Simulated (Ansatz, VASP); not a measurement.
# Cross-check of Al12P28SO87 (glassy 30Al2O3-70P2O5 (mol %)) between VASP and Ansatz

One calculation is typed for both programs; each brings its own data sets. How far apart do they land? Of the first pair: The structure shown is the start of the Ansatz relaxation below; VASP solves that cell, so the two are compared at the walk's first step.

Program: Ansatz 0.2.0. Level of theory: plane waves, with VASP 6.6.1 beside it; PBE. Results are calculated unless marked as measured.

## (1) The starting structure

The cell holds 128 atoms: 12 Al, 28 P, 87 O and 1 S. Cell: a = 11.925 Å, b = 11.925 Å, c = 11.925 Å, α = 90.0°, β = 90.0°, γ = 90.0°. It derives from Al3P7O22 (glassy 30Al2O3-70P2O5 (mol %)). As first built, before any earlier steps moved the atoms or strained the cell (in the runner's words): 128 atoms (12 Al, 28 P, 88 O) placed at random at 2.49 g/cm^3, melted at 4000 K for 10 ps at fixed volume with the Morse and Coulomb pair potential with partial charges (Pedone, Malavasi, Menziani, Cormack and Segre, J. Phys. Chem. B 110, 11780 (2006)). Quenched from 4000 K to 300 K at 100 K/ps and fixed volume, held 10 ps at zero pressure. Nearest the centre at fractional (0.459, 0.269, 0.604): S128 at 0.00 Å, P15 at 1.57 Å, P23 at 1.66 Å, O63 at 2.44 Å, O95 at 2.49 Å, O69 at 2.49 Å, O113 at 2.50 Å, O102 at 2.55 Å.

## (2) Ansatz: relaxation, PBE

Ansatz runs on its default PAW (the set named soft_2) files.

The two programs are compared at the cell with which this relaxation starts, whose forces are those of its first step.

File input.yaml:

```yaml
crystal:
  lattice:
    - [11.92456, 0.0, 0.0]
    - [0.0, 11.92456, 0.0]
    - [0.0, 0.0, 11.92456]
  atoms:
    - { symbol: Al, position: [0.4087, 0.02997, 0.03613] }
    - { symbol: Al, position: [0.50114, 0.1647, 0.31889] }
[... 1 atom line left out ...]
    - { symbol: Al, position: [0.76488, 0.19061, 0.67984] }
[... 4 atom lines left out ...]
    - { symbol: Al, position: [0.26917, 0.49442, 0.91436] }
    - { symbol: Al, position: [0.27091, 0.12812, 0.77837] }
[... 1 atom line left out ...]
    - { symbol: Al, position: [0.7117, 0.50508, 0.62709] }
    - { symbol: P, position: [0.35567, 0.93971, 0.38745] }
[... 1 atom line left out ...]
    - { symbol: P, position: [0.53738, 0.33084, 0.51793], spin: 0.6 }
[... 4 atom lines left out ...]
    - { symbol: P, position: [0.26721, 0.25918, 0.2229] }
[... 2 atom lines left out ...]
    - { symbol: P, position: [0.49351, 0.14397, 0.65376], spin: 0.6 }
[... 2 atom lines left out ...]
    - { symbol: P, position: [0.32616, 0.25928, 0.97354] }
[... 6 atom lines left out ...]
    - { symbol: P, position: [0.49902, 0.52408, 0.36842] }
[... 1 atom line left out ...]
    - { symbol: P, position: [0.1585, 0.19521, 0.54305] }
    - { symbol: P, position: [0.34025, 0.55066, 0.67802] }
[... 7 atom lines left out ...]
    - { symbol: O, position: [0.24679, 0.99571, 0.42189] }
[... 2 atom lines left out ...]
    - { symbol: O, position: [0.19235, 0.15013, 0.6581] }
[... 2 atom lines left out ...]
    - { symbol: O, position: [0.46993, 0.05101, 0.57526] }
    - { symbol: O, position: [0.24325, 0.24993, 0.47375] }
[... 4 atom lines left out ...]
    - { symbol: S, position: [0.45868, 0.26942, 0.60435], spin: 0.6 }
[... 1 atom line left out ...]
    - { symbol: O, position: [0.09456, 0.95971, 0.29552] }
    - { symbol: O, position: [0.33313, 0.87196, 0.7017] }
[... 1 atom line left out ...]
    - { symbol: O, position: [0.74004, 0.01059, 0.85547] }
[... 1 atom line left out ...]
    - { symbol: O, position: [0.34071, 0.57674, 0.01836] }
[... 3 atom lines left out ...]
    - { symbol: O, position: [0.01956, 0.2626, 0.01182] }
    - { symbol: O, position: [0.61475, 0.15568, 0.22465] }
    - { symbol: O, position: [0.77217, 0.2099, 0.83061] }
[... 1 atom line left out ...]
    - { symbol: O, position: [0.18821, 0.16257, 0.24097] }
    - { symbol: O, position: [0.38693, 0.2386, 0.2619] }
[... 3 atom lines left out ...]
    - { symbol: O, position: [0.11476, 0.87437, 0.50796] }
[... 6 atom lines left out ...]
    - { symbol: O, position: [0.10692, 0.48224, 0.40958] }
    - { symbol: O, position: [0.85777, 0.30694, 0.64338] }
    - { symbol: O, position: [0.45175, 0.49889, 0.68168] }
[... 9 atom lines left out ...]
    - { symbol: O, position: [0.06451, 0.71337, 0.00307] }
    - { symbol: O, position: [0.6196, 0.16046, 0.68102] }
    - { symbol: O, position: [0.04712, 0.26784, 0.56539] }
    - { symbol: O, position: [0.28575, 0.57897, 0.79147] }
    - { symbol: O, position: [0.44161, 0.027, 0.35695] }
    - { symbol: O, position: [0.21113, 0.99392, 0.81125] }
[... 1 atom line left out ...]
    - { symbol: O, position: [0.55262, 0.58899, 0.06879] }
[... 6 atom lines left out ...]
    - { symbol: O, position: [0.86284, 0.23683, 0.15533] }
[... 1 atom line left out ...]
    - { symbol: O, position: [0.39678, 0.67203, 0.19752] }
    - { symbol: O, position: [0.35306, 0.6829, 0.6143] }
    - { symbol: O, position: [0.221, 0.37005, 0.27531] }
    - { symbol: O, position: [0.46764, 0.42588, 0.46555] }
[... 7 atom lines left out ...]
    - { symbol: O, position: [0.22521, 0.80596, 0.90014] }
[... 5 atom lines left out ...]
    - { symbol: O, position: [0.94707, 0.97018, 0.4393] }
magnetization:
  spin_polarized: true
kpoints:
  mp_grid: { grid: [1, 1, 1] }
hamiltonian:
  xc: pbe
scf:
  occupations: { method: fermi_dirac, width: 0.025 }
  lower_state_search: "off"
output:
  forces: true
  eigenvalues: true
relax:
  f_tol: 0.05
  max_steps: 90
```

On the command line:

```console
> ansatz run input.yaml --threads 4 --pin off --max-ram 8192MiB --backend cpu --events-out ev --progress --plain --runs-dir out
```

Numbers of over 12 decimals in the logs are rounded to 6 here.

The program printed:

```text
Engine: ansatz 0.2.0, aarch64-unknown-linux-gnu
Pseudopotentials: kind: paw
Pseudopotential: Al, paw, valence charge 3, recommended cutoff 420 eV (normal), Al.paw.azcp
Pseudopotential: P, paw, valence charge 5, recommended cutoff 420 eV (normal), P.paw.azcp
Pseudopotential: O, paw, valence charge 6, recommended cutoff 420 eV (normal), O.paw.azcp
Pseudopotential: S, paw, valence charge 6, recommended cutoff 420 eV (normal), S.paw.azcp
Functional definition: PBE
  parameter kappa = 0.804
  parameter beta = 0.066725
  exchange = pbe_x(kappa = kappa, mu = beta*pi^2/3)
  correlation = pbe_c(beta = beta)
Crystal: 128 atoms, lattice volume = 1695.614 Å³
Basis set: ecut = 420 eV, 33131 PW (Γ), exchange–correlation on 160×160×160 points (8 copies of the dense FFT grid, shifted against one another)
Bands: 481, of which v1, the nominal top of the filled ones, is band 352 counted from 1 (351 counted from 0)
Symmetry: 1 space group operations
Space group: P1 (ITA 1), of the structure as read, at distance tolerance 1.2e-4 Å
Magnetic group: BNS 1.1 (UNI 1), of the structure as read, at distance tolerance 1.2e-4 Å
k-points: 1
Non-local potential: Al, projectors of the file, l = 0: 2, l = 1: 2, l = 2: 1
Non-local potential: P, projectors of the file, l = 0: 2, l = 1: 2, l = 2: 2
Non-local potential: O, projectors of the file, l = 0: 2, l = 1: 2, l = 2: 1
Non-local potential: S, projectors of the file, l = 0: 2, l = 1: 2, l = 2: 2
PAW form: soft (Blöchl's): semilocal exchange-correlation on the pseudo side does not see the compensation charge
PAW one-centre angular grid: Al, 110 points (default); XC on 64 Gauss nodes
PAW one-centre angular grid: P, 110 points (default); XC on 64 Gauss nodes
PAW one-centre angular grid: O, 110 points (default); XC on 64 Gauss nodes
PAW one-centre angular grid: S, 110 points (default); XC on 64 Gauss nodes
Initial density: superposition of atomic densities (chi_scale 0.1, normalization cell, long waves kept (reshape's long-wave potential 0.48 eV rms))
Starting moments: Σ|m| = 1.8 μB on 3 of 128 sites
Initial wavefunctions: pseudopotential atomic-orbital guess
Functional: x = pbe(κ = 0.804, μ = 0.219515), c = pbe(β = 0.066725)
SCF iter   1: F=—  HF=-78008.340495 eV  |F-HF|=—  |Δ(HF+E_count)|=         —  Δρ=6.31e-2 (↑6.25e-2 ↓6.31e-2)  dr2=2.52e2  dr2_m=2.15e-1  M=0.000 μB ∫|m|=0.275 μB  β_m=0.30  ethr=3.10e-3  ⟨swp⟩=10.0  Hψ=5237  notcnv=0  defer=98
preconditioner: auto → Resta (q_TF=auto, 2.356 Å⁻¹)  ε∞=2.9  [insulator: Δε(μ)=3.744 eV  Ē_g=17.337 eV  σ=0.025 eV  W_gap=1.00  n_scr=388 (ndim 8)  ℏωp=23.9 eV  f_vac=0.089  D(μ)=0.00/eV (n_scr^D=0)  ε∞_Penn≈2.9]
spin=Collinear: Resta preconditioning applied to the charge; magnetization (m = ρ↑ − ρ↓) channel mixes plain (no charge-response kernel on spin).
SCF iter   2: F=—  HF=-77948.610824 eV  |F-HF|=—  |Δ(HF+E_count)|=    5.97e1  Δρ=2.96e-2 (↑2.90e-2 ↓2.96e-2)  dr2=5.56e1  dr2_m=1.06e-1  M=0.000 μB ∫|m|=0.258 μB  β_m=0.30  ethr=3.10e-3  ⟨swp⟩=3.0  Hψ=1792  notcnv=0  defer=248
SCF iter   3: F=—  HF=-77935.661189 eV  |F-HF|=—  |Δ(HF+E_count)|=    1.29e1  Δρ=1.58e-2 (↑1.54e-2 ↓1.58e-2)  dr2=8.60e0  dr2_m=5.36e-2  M=0.000 μB ∫|m|=0.195 μB  β_m=0.30  ethr=3.10e-3  ⟨swp⟩=4.5  Hψ=2554  notcnv=0  defer=248
SCF iter   4: F=—  HF=-77934.410195 eV  |F-HF|=—  |Δ(HF+E_count)|=    1.25e0  Δρ=3.52e-3 (↑3.52e-3 ↓3.25e-3)  dr2=5.31e-1  dr2_m=2.74e-2  M=0.000 μB ∫|m|=0.141 μB  β_m=0.30  ethr=1.22e-3  ⟨swp⟩=5.0  Hψ=2404  notcnv=0  defer=246
SCF iter   5: F=—  HF=-77934.459784 eV  |F-HF|=—  |Δ(HF+E_count)|=   4.96e-2  Δρ=2.05e-3 (↑2.05e-3 ↓1.69e-3)  dr2=1.71e-1  dr2_m=1.43e-2  M=0.000 μB ∫|m|=0.103 μB  β_m=0.30  ethr=7.54e-5  ⟨swp⟩=4.5  Hψ=1774  notcnv=0  defer=246
SCF iter   6: F=—  HF=-77934.497511 eV  |F-HF|=—  |Δ(HF+E_count)|=   3.77e-2  Δρ=1.13e-3 (↑1.13e-3 ↓1.02e-3)  dr2=4.07e-2  dr2_m=7.55e-3  M=0.000 μB ∫|m|=0.080 μB  β_m=0.30  ethr=2.42e-5  ⟨swp⟩=4.0  Hψ=1269  notcnv=0  defer=246
SCF iter   7: F=—  HF=-77934.522683 eV  |F-HF|=—  |Δ(HF+E_count)|=   2.52e-2  Δρ=6.51e-4 (↑6.10e-4 ↓6.51e-4)  dr2=6.24e-3  dr2_m=4.03e-3  M=0.000 μB ∫|m|=0.062 μB  β_m=0.30  ethr=5.79e-6  ⟨swp⟩=2.5  Hψ=1535  notcnv=0  defer=246
Mixer restart at iter 7: flushing history
spin-set hold released at iteration 7 (site moments contracting): the magnetisation degrees of freedom join the quasi-Newton model from the next iteration; the mixer history was flushed
SCF iter   8: F=—  HF=-77934.526506 eV  |F-HF|=—  |Δ(HF+E_count)|=   3.82e-3  Δρ=4.70e-4 (↑4.47e-4 ↓4.70e-4)  dr2=3.63e-3  dr2_m=2.18e-3  M=0.000 μB ∫|m|=0.050 μB  β_m=0.65  ethr=8.86e-7  ⟨swp⟩=2.5  Hψ=1167  notcnv=0  defer=246
SCF iter   9: F=—  HF=-77934.532274 eV  |F-HF|=—  |Δ(HF+E_count)|=   5.77e-3  Δρ=1.31e-4 (↑1.31e-4 ↓1.31e-4)  dr2=8.83e-4  dr2_m=4.78e-5  M=0.000 μB ∫|m|=0.010 μB  β_m=0.58  ethr=5.16e-7  ⟨swp⟩=2.5  Hψ=1628  notcnv=0  defer=246
[...]
- { symbol: P, position: [0.626730, 0.460323, 0.061011] }
    - { symbol: P, position: [0.494887, 0.127590, 0.659085] }
    - { symbol: P, position: [0.645074, 0.070011, 0.138348] }
    - { symbol: P, position: [0.983308, 0.334102, 0.661603] }
    - { symbol: P, position: [0.327278, 0.257342, 0.971697] }
    - { symbol: P, position: [0.695338, 0.858017, 0.398994] }
    - { symbol: P, position: [0.797527, 0.504569, 0.886707] }
    - { symbol: P, position: [0.092352, 0.974472, 0.421297] }
    - { symbol: P, position: [0.650913, 0.762901, 0.631764] }
    - { symbol: P, position: [0.849315, 0.053666, 0.459741] }
    - { symbol: P, position: [0.435219, 0.638050, 0.071623] }
    - { symbol: P, position: [0.508341, 0.535382, 0.364712] }
    - { symbol: P, position: [0.091992, 0.422107, 0.294544] }
    - { symbol: P, position: [0.158966, 0.191787, 0.543009] }
    - { symbol: P, position: [0.337862, 0.556752, 0.676230] }
    - { symbol: P, position: [0.289547, 0.740953, 0.236080] }
    - { symbol: P, position: [0.758605, 0.119861, 0.924109] }
    - { symbol: P, position: [0.396575, 0.801426, 0.607484] }
    - { symbol: P, position: [0.049716, 0.787852, 0.593529] }
    - { symbol: O, position: [0.525440, 0.814242, 0.618479] }
    - { symbol: O, position: [0.777058, 0.791956, 0.322166] }
    - { symbol: O, position: [0.675074, 0.479183, 0.928920] }
    - { symbol: O, position: [0.245263, 0.994361, 0.421501] }
    - { symbol: O, position: [0.742708, 0.982583, 0.418932] }
    - { symbol: O, position: [0.934330, 0.816204, 0.622707] }
    - { symbol: O, position: [0.200734, 0.148351, 0.656135] }
    - { symbol: O, position: [0.432837, 0.934623, 0.923012] }
    - { symbol: O, position: [0.443922, 0.761826, 0.029180] }
    - { symbol: O, position: [0.476233, 0.041793, 0.570921] }
    - { symbol: O, position: [0.237652, 0.248582, 0.468452] }
    - { symbol: O, position: [0.876750, 0.110966, 0.983468] }
    - { symbol: O, position: [0.535568, 0.00764493, 0.110873] }
    - { symbol: O, position: [0.027081, 0.302398, 0.777165] }
    - { symbol: O, position: [0.579561, 0.858644, 0.360871] }
    - { symbol: S, position: [0.430267, 0.290050, 0.640564] }
    - { symbol: O, position: [0.828965, 0.084267, 0.583767] }
    - { symbol: O, position: [0.094922, 0.959079, 0.294786] }
    - { symbol: O, position: [0.329798, 0.873024, 0.700596] }
    - { symbol: O, position: [0.422665, 0.175124, 0.992643] }
    - { symbol: O, position: [0.734878, 0.011587, 0.861508] }
    - { symbol: O, position: [0.354772, 0.368202, 0.913892] }
    - { symbol: O, position: [0.340960, 0.573129, 0.018262] }
    - { symbol: O, position: [0.419955, 0.104618, 0.765464] }
    - { symbol: O, position: [0.214622, 0.689990, 0.317186] }
[...]
- { symbol: O, position: [0.131683, 0.460599, 0.926760] }
    - { symbol: O, position: [0.224440, 0.802768, 0.899284] }
    - { symbol: O, position: [0.485112, 0.481449, 0.256219] }
    - { symbol: O, position: [0.102662, 0.919217, 0.049073] }
    - { symbol: O, position: [0.056528, 0.491091, 0.198463] }
    - { symbol: O, position: [0.127333, 0.809138, 0.713105] }
    - { symbol: O, position: [0.236973, 0.770308, 0.113272] }
    - { symbol: O, position: [0.946928, 0.969056, 0.437030] }
```

The column dr2 measures how far the density is from self-consistency, as an energy; F and HF (Harris–Foulkes) agree once it is small.

## (3) VASP: single point, PBE, start cell, pair 1

The same cell, functional, mesh and smearing now go to VASP, with its own data sets.

Lines of VASP's logs that name or quote its potential files are left out, and so is its time.

File INCAR:

```
SYSTEM = Al12P28SO87
PREC = Accurate
ENCUT = 520
EDIFF = 1E-06
NELM = 200
ISMEAR = -1
SIGMA = 0.025
LREAL = Auto
ALGO = Normal
GGA = PE
NBANDS = 448
ISPIN = 2
MAGMOM = 0 0 -0 0 -0 -0 0 -0 -0 0 0 -0 -0 -0 -0 0 0 0 -0 -0 0 -0 -0 0 0 -0 0 0 0 0 0 0 -0 0 0 -0 0 0 -0 -0 -0 -0 -0 0 -0 -0 -0 -0 -0 -0 0 0 0 -0 0 0 -0 -0 -0 -0 -0 -0 0 -0 -0 -0 -0 -0 -0 0 0 -0 -0 0 0 0 -0 0 -0 -0 -0 -0 -0 0 0 -0 -0 -0 -0 0 -0 -0 0 -0 0 -0 0 0 0 -0 -0 0 -0 0 -0 0 0 0 -0 -0 0 -0 0 0 0 0 -0 -0 -0 0 -0 -0 0 -0 0 0 -0 -0
LORBIT = 11
LWAVE = .FALSE.
LCHARG = .FALSE.
ISIF = 2
LASPH = .TRUE.
GGA_COMPAT = .FALSE.
NCORE = 4
```

File POSCAR:

```
Al12P28SO87
1.0
   11.9245600000      0.0000000000      0.0000000000
    0.0000000000     11.9245600000      0.0000000000
    0.0000000000      0.0000000000     11.9245600000
Al P O S
12 28 87 1
Direct
    0.4087027110      0.0299717558      0.0361271192
    0.5011421805      0.1647020938      0.3188880764
[... 1 atom line left out ...]
    0.7648835680      0.1906066136      0.6798405979
[... 4 atom lines left out ...]
    0.2691671642      0.4944165655      0.9143565884
    0.2709114634      0.1281221278      0.7783683423
[... 1 atom line left out ...]
    0.7116992157      0.5050836257      0.6270923204
    0.3556693077      0.9397076286      0.3874524511
[... 1 atom line left out ...]
    0.5373783184      0.3308382028      0.5179310599
[... 4 atom lines left out ...]
    0.2672132137      0.2591793743      0.2229013062
[... 2 atom lines left out ...]
    0.4935108717      0.1439717692      0.6537599710
[... 2 atom lines left out ...]
    0.3261587849      0.2592800070      0.9735369691
[... 6 atom lines left out ...]
    0.4990205089      0.5240780373      0.3684161093
[... 1 atom line left out ...]
    0.1584964141      0.1952105570      0.5430472906
    0.3402473550      0.5506618274      0.6780208242
[... 7 atom lines left out ...]
    0.2467931731      0.9957096949      0.4218939734
[... 2 atom lines left out ...]
    0.1923509127      0.1501271326      0.6581039468
[... 2 atom lines left out ...]
    0.4699292888      0.0510123644      0.5752581227
    0.2432458724      0.2499295571      0.4737533293
[... 4 atom lines left out ...]
    0.8262694808      0.0871059393      0.5823778823
[... 1 atom line left out ...]
    0.3331275955      0.8719567011      0.7017030398
    0.4201496743      0.1747485861      0.9920617616
[... 1 atom line left out ...]
    0.3553506377      0.3702610411      0.9171407582
[... 1 atom line left out ...]
    0.4168539552      0.1417159208      0.7591475073
[... 3 atom lines left out ...]
    0.6147480494      0.1556787001      0.2246539914
    0.7721710487      0.2099029230      0.8306134566
    0.5695136760      0.2427678673      0.4289466446
[... 1 atom line left out ...]
    0.3869325157      0.2385999987      0.2618964557
    0.6373400780      0.6363169794      0.6292559222
[... 3 atom lines left out ...]
    0.6401074757      0.5293696371      0.3841483459
[... 6 atom lines left out ...]
    0.8577674983      0.3069379499      0.6433780366
    0.4517483245      0.4988863321      0.6816771436
    0.2498540827      0.5026768283      0.5991919199
[... 9 atom lines left out ...]
    0.6196035745      0.1604587507      0.6810230315
    0.0471212355      0.2678421678      0.5653877376
    0.2857463923      0.5789731445      0.7914673581
    0.4416095856      0.0270030928      0.3569523739
    0.2111272869      0.9939234655      0.8112500587
    0.4597905499      0.6312098727      0.4159901917
[... 1 atom line left out ...]
    0.6408370623      0.3783284247      0.5807593739
[... 6 atom lines left out ...]
    0.0881038797      0.0946701597      0.4838333658
[... 1 atom line left out ...]
    0.3530612450      0.6829015075      0.6143035886
    0.2209976720      0.3700513897      0.2753141416
    0.4676398961      0.4258773489      0.4655517688
    0.2338115620      0.2021206652      0.9001757717
[... 7 atom lines left out ...]
    0.4742564925      0.4722186814      0.2593806396
[... 5 atom lines left out ...]
    0.4586835908      0.2694187458      0.6043493429
```

File KPOINTS:

```
Automatic mesh
0
Gamma
1 1 1
0 0 0
```

PAW data sets: Al, P, O and S (PBE family, release 64).

On the command line:

```console
> mpirun -np 16 vasp_gam
```

The program printed:

```text
[banner, memory and clock lines left out]
running   16 mpi-ranks, on    1 nodes
[...]
LDA part: xc-table for (Slater+PW92), standard interpolation
 POSCAR, INCAR and KPOINTS ok, starting setup
[...]
entering main loop
       N       E                     dE             d eps       ncg     rms          rms(c)
DAV:   1     0.662197705629E+04    0.66220E+04   -0.42498E+05  1840   0.155E+03
DAV:   2    -0.476704116801E+03   -0.70987E+04   -0.68647E+04  2192   0.380E+02
DAV:   3    -0.102848342219E+04   -0.55178E+03   -0.54753E+03  2128   0.113E+02
DAV:   4    -0.104021466744E+04   -0.11731E+02   -0.11664E+02  2208   0.175E+01
[...]
DAV:  18    -0.906004596614E+03    0.27841E-06   -0.15222E-04  2320   0.293E-02    0.145E-02
DAV:  19    -0.906004599097E+03   -0.24833E-05   -0.42956E-05  2088   0.118E-02    0.128E-02
DAV:  20    -0.906004599036E+03    0.60769E-07   -0.16811E-06  1472   0.319E-03
   1 F= -.90600460E+03 E0= -.90600460E+03  d E =-.480007E-11  mag=    -0.0000
```

Parts of OUTCAR (step 3):

```text
  Total       12.4921148     41.2333655      2.2697638     -4.3859403    -28.7448919     -2.4031006
  in kB       11.8037352     38.9611957      2.1446882     -4.1442525    -27.1609010     -2.2706775
  external PRESSURE =      17.6365397 kB  Pullay stress =       0.0000000 kB

 magnetization (x)
# of ion       s       p       d       tot
------------------------------------------
    1       -0.000  -0.000   0.000  -0.000
    2       -0.000  -0.000   0.000  -0.000
    3        0.000  -0.000   0.000  -0.000
    4        0.000   0.000   0.000   0.000
    5       -0.000   0.000   0.000  -0.000
    6       -0.000  -0.000   0.000  -0.000
    7        0.000  -0.000   0.000  -0.000
    8       -0.000  -0.000   0.000  -0.000
    9       -0.000  -0.000   0.000  -0.000
   10        0.000   0.000   0.000   0.000
   11        0.000   0.000   0.000   0.000
   12        0.000   0.000   0.000   0.000
   13        0.000   0.000   0.000   0.000
[...]
--------------------------------------------------
tot          0.000  -0.000   0.000  -0.000

[... 3 further parts left out ...]
[key lines of the parts left out:]
E-fermi :   2.6298
```

The run ends at a pressure of 1.76 GPa, with forces up to 26 eV/Å.

## (4) Comparison

Known differences besides the potentials themselves: the cutoff is 420 eV in Ansatz and 520 eV in VASP (PREC = Accurate, projectors in real space). Total energies have different zeros and are not compared.

Forces on 7 of the 128 atoms, those with the largest forces and the largest differences (eV/Å; atoms numbered as in POSCAR):

| atom | Ansatz x, y, z | VASP x, y, z |
| --- | --- | --- |
| P15 | 15.488, 11.056, -16.623 | 15.081, 10.709, -16.152 |
| P23 | 5.246, -15.883, 5.583 | 5.161, -15.387, 5.435 |
| O63 | -0.492, -0.666, 0.914 | -0.461, -0.668, 0.837 |
| O69 | 0.763, -0.300, -1.441 | 0.723, -0.248, -1.398 |
| O95 | 1.165, -0.730, 0.541 | 1.083, -0.741, 0.515 |
| O102 | 1.258, 0.878, -0.075 | 1.202, 0.883, -0.117 |
| S128 | -23.310, 5.767, 11.700 | -22.747, 5.631, 11.423 |

The forces differ by 70 meV/Å r.m.s., which is 3.4 % of the r.m.s. force of 2.033 eV/Å (both taken over all components). Moments aren't recorded for both runs of this pair, so they may hold unlike magnetic states.

## (5) Ansatz: relaxation, PBE

This run makes the geometry at which the two programs are then compared.

The structure compared here is the end of the Ansatz relaxation.

This is the run of step 2 again, met here at its other cell.

(Part 1 of 2 ends here.)

[Lines on the potential files, build, host, timing and source positions are cut from VASP's logs without a mark.]

[Logs are printed without paths, hosts, clocks, repeated set-up lines and the standing remarks that a program may print on its own settings, such as how far it seeks lower states.]

[Hosts, paths, dates, database ids (printed as entryN), source tags and the programs' standing remarks are cut or masked in the printed files.]
